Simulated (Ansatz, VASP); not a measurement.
# MgTeO4 (MgTeO4 (P2/c)): VASP beside Ansatz

One calculation is typed for both programs; each brings its own data sets. How far apart do they land? The cell is taken from a series of runs on this material, whose earlier steps may have relaxed, scaled, displaced or heated it; both programs get it as it stands.

Method: plane waves, with VASP 6.6.1 beside it; relaxation of cell and atoms at PBEsol, in Ansatz 0.2.0.

## 1. Starting point

The structure is monoclinic, space group P2/c (No. 13). Conventional cell: a = 4.692 Å, b = 5.586 Å, c = 5.030 Å, α = 90.00°, β = 93.12°, γ = 90.00°. Mg has 6 O at 2.02 to 2.14 Å nearest. Te has 6 O at 1.84 to 2.02 Å and 2 Te at 3.13 Å nearest. Nearest to O lie 1 Te at 1.84 Å and 2 Mg at 2.02 to 2.08 Å. Nearest to O lie 2 Te at 1.97 to 2.02 Å and 1 Mg at 2.14 Å. Farther neighbours and most contacts between anions are not listed.

## 2. VASP: relaxation of cell and atoms, PBEsol

The relaxed volume is the usual yardstick between codes: in a stiff, nearly cubic crystal its relative difference is about their pressure difference at one cell divided by the bulk modulus.

Lines of VASP's logs that name or quote its potential files are left out, and so is its time.

File INCAR:

```
SYSTEM = MgTeO4
PREC = Accurate
ENCUT = 600
EDIFF = 1E-07
NELM = 120
ISMEAR = -1
SIGMA = 0.01
LREAL = .FALSE.
ALGO = Normal
GGA = PS
NBANDS = 44
LORBIT = 11
LWAVE = .FALSE.
LCHARG = .FALSE.
ISIF = 3
IBRION = 2
NSW = 80
EDIFFG = -0.005
LASPH = .TRUE.
GGA_COMPAT = .FALSE.
NELMIN = 4
EFERMI = MIDGAP
KPAR = 2
```

File POSCAR:

```
MgTeO4
1.0
    4.6921000000      0.0000000000      0.0000000000
    0.0000000000      5.5857260000      0.0000000000
   -0.2734060000      0.0000000000      5.0229110000
Mg Te O
2 2 8
Direct
    0.9999998905      0.1531012262      0.7499999502
    0.9999998905      0.8468987738      0.2499999502
    0.4999998905      0.6664856099      0.7499999502
    0.4999998905      0.3335143901      0.2499999502
    0.2401602103      0.1224326972      0.0948076225
    0.7598395707      0.8775673028      0.9051922779
    0.7598395707      0.1224326972      0.4051922779
    0.2401602103      0.8775673028      0.5948076225
    0.2820276492      0.3955289787      0.5662181253
    0.7179721318      0.6044710213      0.4337817751
    0.7179721318      0.3955289787      0.9337817751
    0.2820276492      0.6044710213      0.0662181253
```

File KPOINTS:

```
Automatic mesh
0
Gamma
6 5 6
0 0 0
```

Potentials, in the order of the species: Mg, Te and O (PBE family, release 64).

The run is started by

```sh
$ mpirun -np 2 vasp_std
```

Numbers of over 12 decimals in the logs are rounded to 6 here.

What it wrote:

```text
[banner, memory and clock lines left out]
running    2 mpi-ranks, on    1 nodes
 distrk:  each k-point on    1 cores,    2 groups
 distr:  one band on    1 cores,    1 groups

 POSCAR found type information on POSCAR MgTeO
 POSCAR found :  3 types and      12 ions
|                                                                             |
|               ----> ADVICE to this user running VASP <----                  |
|                                                                             |
|     You enforced a specific xc type in the INCAR file but a different       |
|     [... a line on the potential file left out ...]
|     I HOPE YOU KNOW WHAT YOU ARE DOING!                                     |
|                                                                             |

 LDA part: xc-table for (Slater+PW92), standard interpolation
 POSCAR, INCAR and KPOINTS ok, starting setup
 FFT: planning ... GRIDC
 FFT: planning ... GRID_SOFT
 FFT: planning ... GRID
 WAVECAR not read
 entering main loop
       N       E                     dE             d eps       ncg     rms          rms(c)
DAV:   1     0.406244149071E+03    0.40624E+03   -0.35763E+04  5280   0.153E+03
DAV:   2    -0.584534286656E+02   -0.46470E+03   -0.45049E+03  6828   0.313E+02
DAV:   3    -0.846093131897E+02   -0.26156E+02   -0.25920E+02  6464   0.778E+01
DAV:   4    -0.848854108169E+02   -0.27610E+00   -0.27549E+00  6404   0.884E+00
DAV:   5    -0.848890983247E+02   -0.36875E-02   -0.36860E-02  6336   0.100E+00    0.327E+01
DAV:   6    -0.723895204258E+02    0.12500E+02   -0.38614E+01  6248   0.325E+01    0.188E+01
DAV:   7    -0.724431720710E+02   -0.53652E-01   -0.37307E+00  6256   0.835E+00    0.643E+00
DAV:   8    -0.723457043620E+02    0.97468E-01   -0.22449E-01  6448   0.268E+00    0.285E+00
DAV:   9    -0.723218705743E+02    0.23834E-01   -0.28319E-02  6416   0.173E+00    0.694E-01
DAV:  10    -0.723229204543E+02   -0.10499E-02   -0.11681E-02  6264   0.601E-01    0.326E-01
DAV:  11    -0.723227342890E+02    0.18617E-03   -0.10773E-03  6296   0.276E-01    0.145E-01
DAV:  12    -0.723227784615E+02   -0.44172E-04   -0.26513E-04  6348   0.119E-01    0.486E-02
DAV:  13    -0.723227791449E+02   -0.68339E-06   -0.33093E-05  6376   0.414E-02    0.192E-02
DAV:  14    -0.723227871273E+02   -0.79824E-05   -0.29192E-05  6316   0.328E-02    0.117E-02
DAV:  15    -0.723227872186E+02   -0.91271E-07   -0.52313E-06  6032   0.138E-02    0.571E-03
DAV:  16    -0.723227872345E+02   -0.15927E-07   -0.57825E-07  5768   0.389E-03
   1 F= -.72322787E+02 E0= -.72322787E+02  d E =-.723228E+02
[... from here on, the cycles between the ionic steps are left out ...]
   2 F= -.72266481E+02 E0= -.72266481E+02  d E =0.563064E-01
   7 F= -.72353586E+02 E0= -.72353586E+02  d E =-.100620E-02
   8 F= -.72353681E+02 E0= -.72353681E+02  d E =-.952547E-04
   9 F= -.72353721E+02 E0= -.72353721E+02  d E =-.135308E-03
  10 F= -.72353877E+02 E0= -.72353877E+02  d E =-.155871E-03
  11 F= -.72353880E+02 E0= -.72353880E+02  d E =-.158168E-03
  12 F= -.72353982E+02 E0= -.72353982E+02  d E =-.102872E-03
  13 F= -.72353985E+02 E0= -.72353985E+02  d E =-.105180E-03
  14 F= -.72354032E+02 E0= -.72354032E+02  d E =-.471196E-04
  15 F= -.72354042E+02 E0= -.72354042E+02  d E =-.576274E-04
  16 F= -.72354047E+02 E0= -.72354047E+02  d E =-.485652E-05
  17 F= -.72354049E+02 E0= -.72354049E+02  d E =-.652783E-05
 curvature:  -0.51 expect dE=-0.790E-05 dE for cont linesearch -0.203E-08
 trial: gam= 0.75716 g(F)=  0.116E-04 g(S)=  0.398E-05 ort =-0.346E-06 (trialstep = 0.867E+00)
 search vector abs. value=  0.321E-04
 bond charge predicted
       N       E                     dE             d eps       ncg     rms          rms(c)
DAV:   1    -0.723540505520E+02   -0.16068E-05   -0.47851E-03  5280   0.381E-01    0.330E-02
DAV:   2    -0.723540546397E+02   -0.40878E-05   -0.12350E-04  6360   0.574E-02    0.113E-02
DAV:   3    -0.723540520473E+02    0.25924E-05   -0.48417E-06  6472   0.131E-02    0.591E-03
DAV:   4    -0.723540513807E+02    0.66664E-06   -0.13659E-06  6324   0.866E-03    0.216E-03
DAV:   5    -0.723540512938E+02    0.86846E-07   -0.28524E-07  4452   0.344E-03
  18 F= -.72354051E+02 E0= -.72354051E+02  d E =-.242125E-05
 trial-energy change:   -0.000002  1 .order   -0.000003   -0.000013    0.000007
 step:   0.5234(harm=  0.5686)  dis= 0.00017  next Energy=   -72.354053 (dE=-0.384E-05)
 reached required accuracy - stopping structural energy minimisation
```

From OUTCAR (step 2):

```text
ion  position               nearest neighbor table
   1  1.000  0.153  0.750-   5 2.02   7 2.02   6 2.08   8 2.08  11 2.14   9 2.14   2 3.04   2 3.04
                             4 3.49   4 3.49   3 3.59   3 3.59
   2  1.000  0.847  0.250-   6 2.02   8 2.02   7 2.08   5 2.08  10 2.14  12 2.14   1 3.04   1 3.04
                             3 3.49   3 3.49   4 3.59   4 3.59
   3  0.500  0.666  0.750-   6 1.84   8 1.84  12 1.97  10 1.97   9 2.02  11 2.02   4 3.13   4 3.13
                             2 3.49   2 3.49   1 3.59   1 3.59
   4  0.500  0.334  0.250-   5 1.84   7 1.84   9 1.97  11 1.97  12 2.02  10 2.02   3 3.13   3 3.13
                             1 3.49   1 3.49   2 3.59   2 3.59
   5  0.240  0.122  0.095-   4 1.84   1 2.02   2 2.08
   6  0.760  0.878  0.905-   3 1.84   2 2.02   1 2.08
   7  0.760  0.122  0.405-   4 1.84   1 2.02   2 2.08
   8  0.240  0.878  0.595-   3 1.84   2 2.02   1 2.08
   9  0.282  0.396  0.566-   4 1.97   3 2.02   1 2.14
  10  0.718  0.604  0.434-   3 1.97   4 2.02   2 2.14
  11  0.718  0.396  0.934-   4 1.97   3 2.02   1 2.14
  12  0.282  0.604  0.066-   3 1.97   4 2.02   2 2.14

  LATTYP: Found a simple monoclinic cell.
 ALAT       =     4.6921000000
 B/A-ratio  =     1.1904533151
 C/A-ratio  =     1.0720885072
 COS(beta)  =    -0.0543513257

 Subroutine GETGRP returns: Found  4 space group operations
 (whereof  2 operations were pure point group operations)

The static configuration has the point symmetry S_2 .
 The point group associated with its full space group is C_2h.

 Found     60 irreducible k-points:

   k-points           NKPTS =     60   k-points in BZ     NKDIM =     60   number of bands    NBANDS=     44

   dimension x,y,z NGX =    40 NGY =   48 NGZ =   40
   dimension x,y,z NGXF=    80 NGYF=   96 NGZF=   80

   ENCUT  =  600.0 eV  44.10 Ry    6.64 a.u.   9.37 11.16 10.05*2*pi/ulx,y,z

   NELECT =      64.0000    total number of electrons

 k-points in reciprocal lattice and weights: Automatic mesh
   0.00000000  0.00000000  0.00000000       0.006
   0.16666667  0.00000000 -0.00000000       0.011
   0.33333333  0.00000000  0.00000000       0.011
   0.50000000  0.00000000 -0.00000000       0.006
   0.00000000  0.20000000  0.00000000       0.011
   0.16666667  0.20000000 -0.00000000       0.022
   0.33333333  0.20000000  0.00000000       0.022
   0.50000000  0.20000000 -0.00000000       0.011
   0.00000000  0.40000000  0.00000000       0.011
[...]
0.33333333  0.40000000  0.50000000       0.022
   0.50000000  0.40000000  0.50000000       0.011

 average (electrostatic) potential at core
       1 -33.5407       2 -33.5407       3 -91.0188       4 -91.0188       5 -68.9925
       6 -68.9924       7 -68.9924       8 -68.9925       9 -69.9750      10 -69.9749
      11 -69.9749      12 -69.9750

 E-fermi :   5.1413

 k-point     1 :       0.0000    0.0000    0.0000
  band No.  band energies     occupation
    ...
     28       3.3930      2.00000
     29       3.7396      2.00000
     30       3.7626      2.00000
     31       4.1281      2.00000
     32       4.2152      2.00000
     33       5.9565      0.00000
     34       8.2176      0.00000
     35      10.4001      0.00000
     36      11.7350      0.00000
     37      12.1092      0.00000
    ...

 k-point     2 :       0.1667    0.0000   -0.0000
  band No.  band energies     occupation
    ...
     28       3.3869      2.00000
     29       3.7311      2.00000
     30       3.7553      2.00000
     31       4.1231      2.00000
     32       4.1585      2.00000
     33       6.3611      0.00000
     34       8.1488      0.00000
     35      10.3448      0.00000
     36      11.5962      0.00000
     37      12.1372      0.00000
    ...

 k-point     3 :       0.3333    0.0000    0.0000
  band No.  band energies     occupation
    ...
     28       3.3613      2.00000
     29       3.8094      2.00000
     30       3.8252      2.00000
     31       4.0850      2.00000
     32       4.1846      2.00000
     33       6.9626      0.00000
     34       7.9928      0.00000
     35      10.2298      0.00000
     36      11.4674      0.00000
     37      12.0373      0.00000
    ...

  Total        0.0065094     -0.0201608      0.0114941      0.0000000      0.0000000     -0.0145786
  in kB        0.0785588     -0.2433126      0.1387178      0.0000000      0.0000000     -0.1759433
  external PRESSURE =      -0.0086787 kB  Pullay stress =       0.0000000 kB

  energy-cutoff  :      600.00
  volume of cell :      132.76
      direct lattice vectors                 reciprocal lattice vectors
     4.700116209  0.000000000 -0.002583446     0.212767111  0.000000000  0.011669059
     0.000000000  5.599936888  0.000000000     0.000000000  0.178573441  0.000000000
    -0.276635085  0.000000000  5.044009664     0.000108975  0.000000000  0.198260950

 POSITION                                       TOTAL-FORCE (eV/Angst)
 -----------------------------------------------------------------------------------
      4.49264      0.86458      3.78042        -0.000000      0.001553      0.000000
      4.63096      4.73536      1.25842         0.000000     -0.001553      0.000000
      2.14258      3.73748      3.78172        -0.000000      0.003503      0.000000
      2.28090      1.86246      1.25971         0.000000     -0.003503      0.000000
      1.09675      0.67188      0.47158         0.001833      0.001770      0.001349
      3.32673      4.92805      4.56985        -0.001833     -0.001770     -0.001349
      3.46504      0.67188      2.04785        -0.001833      0.001770     -0.001349
      0.95844      4.92805      2.99358         0.001833     -0.001770      0.001349
      1.15788      2.21576      2.85645        -0.001443     -0.001144      0.002778
      3.26560      3.38417      2.18497         0.001443      0.001144     -0.002778
      3.12728      2.21576      4.70698         0.001443     -0.001144     -0.002778
      1.29620      3.38417      0.33445        -0.001443      0.001144      0.002778
 -----------------------------------------------------------------------------------
    total drift:                                0.005005      0.000000      0.001167

  FREE ENERGIE OF THE ION-ELECTRON SYSTEM (eV)
  ---------------------------------------------------
  free  energy   TOTEN  =       -72.3540512938 eV

  energy  without entropy=      -72.3540512938  energy(sigma->0) =      -72.35405129

 reached required accuracy - stopping structural energy minimisation

 total charge
# of ion       s       p       d       tot
------------------------------------------
    1        0.132   0.158   0.070   0.360
    2        0.132   0.158   0.070   0.360
    3        1.203   1.580   0.498   3.280
    4        1.203   1.580   0.498   3.280
    5        1.561   3.507   0.000   5.068
    6        1.561   3.507   0.000   5.068
    7        1.561   3.507   0.000   5.068
    8        1.561   3.507   0.000   5.068
    9        1.571   3.468   0.000   5.039
   10        1.571   3.468   0.000   5.039
   11        1.571   3.468   0.000   5.039
   12        1.571   3.468   0.000   5.039
--------------------------------------------------
tot         15.198  31.375   1.136  47.709

[... 3 further parts left out ...]
```

CONTCAR:

```
MgTeO4
   1.00000000000000
     4.7001162087497299    0.0000000000000000   -0.0025834464132840
     0.0000000000000000    5.5999368880894034    0.0000000000000000
    -0.2766350851866557    0.0000000000000000    5.0440096639442489
  Mg              Te              O
     2     2     8
Direct
     0.9999998904999998    0.1543904713072337    0.7499999501999994
     0.9999998904999998    0.8456095286927664    0.2499999501999994
     0.4999998904999998    0.6674146192795796    0.7499999501999994
     0.4999998904999998    0.3325853807204207    0.2499999501999994
     0.2388557591879081    0.1199803922928112    0.0936145090269992
     0.7611440218120916    0.8800196077071889    0.9063853913729997
     0.7611440218120916    0.1199803922928113    0.4063853913729997
     0.2388557591879081    0.8800196077071889    0.5936145090269992
     0.2796918896301739    0.3956765414129205    0.5664496511364192
     0.7203078913698328    0.6043234585870798    0.4335502492635797
     0.7203078913698328    0.3956765414129205    0.9335502492635797
     0.2796918896301739    0.6043234585870798    0.0664496511364192
```

(Part 1 of 2 ends here.)

[Lines on the potential files, build, host, timing and source positions are cut from VASP's logs without a mark.]

[Logs are printed without paths, hosts, clocks, repeated set-up lines and the standing remarks that a program may print on its own settings, such as how far it seeks lower states.]

[Hosts, paths, dates, database ids (printed as entryN), source tags and the programs' standing remarks are cut or masked in the printed files.]
